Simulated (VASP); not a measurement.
OSZICAR of a VASP run on Cd3ZnS4 (ordered alloy cell):

### OSZICAR
```
       N       E                     dE             d eps       ncg     rms          rms(c)
DAV:   1     0.515307184762E+03    0.51531E+03   -0.29727E+04  1720   0.137E+03
DAV:   2     0.193242561539E+02   -0.49598E+03   -0.48321E+03  1828   0.369E+02
DAV:   3    -0.285050922994E+02   -0.47829E+02   -0.47119E+02  1994   0.115E+02
DAV:   4    -0.298143853458E+02   -0.13093E+01   -0.13053E+01  2040   0.190E+01
DAV:   5    -0.298362139720E+02   -0.21829E-01   -0.21815E-01  2018   0.255E+00    0.160E+01
DAV:   6    -0.279003513405E+02    0.19359E+01   -0.43844E+00  2259   0.305E+01    0.121E+01
DAV:   7    -0.279611968545E+02   -0.60846E-01   -0.34755E+00  1882   0.952E+00    0.532E+00
DAV:   8    -0.279084845664E+02    0.52712E-01   -0.64111E-01  2005   0.670E+00    0.104E+00
DAV:   9    -0.279022881532E+02    0.61964E-02   -0.52267E-02  1901   0.231E+00    0.274E-01
DAV:  10    -0.279028075444E+02   -0.51939E-03   -0.80113E-03  2024   0.621E-01    0.181E-01
DAV:  11    -0.279027606599E+02    0.46885E-04   -0.11169E-03  2029   0.296E-01    0.112E-01
DAV:  12    -0.279028804992E+02   -0.11984E-03   -0.25609E-04  1842   0.687E-02    0.552E-02
DAV:  13    -0.279028851541E+02   -0.46549E-05   -0.30192E-05  2168   0.503E-02    0.234E-02
DAV:  14    -0.279028887823E+02   -0.36283E-05   -0.75601E-06  1841   0.179E-02    0.105E-02
DAV:  15    -0.279028873526E+02    0.14297E-05   -0.41974E-06  1888   0.199E-02    0.398E-03
DAV:  16    -0.279028873968E+02   -0.44178E-07   -0.11878E-06  1013   0.618E-03
   1 F= -.27902887E+02 E0= -.27902887E+02  d E =-.279029E+02
       N       E                     dE             d eps       ncg     rms          rms(c)
DAV:   1    -0.279061649948E+02   -0.32776E-02   -0.12607E-01  2124   0.268E+00    0.427E-01
DAV:   2    -0.279034550000E+02    0.27100E-02   -0.11457E-02  2139   0.126E+00    0.146E-01
DAV:   3    -0.279031867755E+02    0.26822E-03   -0.97928E-04  2061   0.255E-01    0.121E-01
DAV:   4    -0.279031520527E+02    0.34723E-04   -0.69835E-05  1916   0.692E-02    0.487E-02
DAV:   5    -0.279031429514E+02    0.91013E-05   -0.16841E-05  2048   0.334E-02    0.128E-02
DAV:   6    -0.279031441387E+02   -0.11873E-05   -0.27373E-06  1227   0.140E-02    0.367E-03
DAV:   7    -0.279031442660E+02   -0.12730E-06   -0.11631E-06   998   0.928E-03
   2 F= -.27903144E+02 E0= -.27903144E+02  d E =-.256869E-03
       N       E                     dE             d eps       ncg     rms          rms(c)
DAV:   1    -0.279032398569E+02   -0.95718E-04   -0.40387E-03  2124   0.477E-01    0.757E-02
DAV:   2    -0.279031519597E+02    0.87897E-04   -0.36085E-04  2142   0.221E-01    0.262E-02
DAV:   3    -0.279031437999E+02    0.81598E-05   -0.30928E-05  2052   0.450E-02    0.218E-02
DAV:   4    -0.279031436873E+02    0.11260E-06   -0.19558E-06  1125   0.124E-02
   3 F= -.27903144E+02 E0= -.27903144E+02  d E =-.256291E-03
       N       E                     dE             d eps       ncg     rms          rms(c)
DAV:   1    -0.279033334801E+02   -0.18968E-03   -0.94482E-02  1726   0.148E+00    0.849E-02
DAV:   2    -0.279033276584E+02    0.58216E-05   -0.98538E-04  2168   0.213E-01    0.383E-02
DAV:   3    -0.279033108256E+02    0.16833E-04   -0.41821E-05  1981   0.402E-02    0.273E-02
DAV:   4    -0.279033037727E+02    0.70529E-05   -0.10229E-05  2000   0.184E-02    0.852E-03
DAV:   5    -0.279033028258E+02    0.94682E-06   -0.15167E-06  1134   0.960E-03
   4 F= -.27903303E+02 E0= -.27903303E+02  d E =-.159139E-03
```

Q: Which electronic solver shows in the log?

A: It is blocked Davidson (ALGO = Normal, or the opening steps of other solvers). The INCAR had ALGO = Normal.

Q: Can the final energy be trusted as converged?

A: The calculation finished and met its thresholds. It stopped with EDIFF = 1E-6, NELM = 100, NSW = 60 and EDIFFG = -0.02 after 4 ionic steps (PBEsol GGA, plane waves, VASP's PBE PAW potentials (set 64)).

The structure was generated: Cd3ZnS4 was put into an ordered model structure (Pm), which need not be its known phase. This run relaxes it. Symmetry was kept, so distortions that lower it aren't found. The start is the result of an earlier pass.
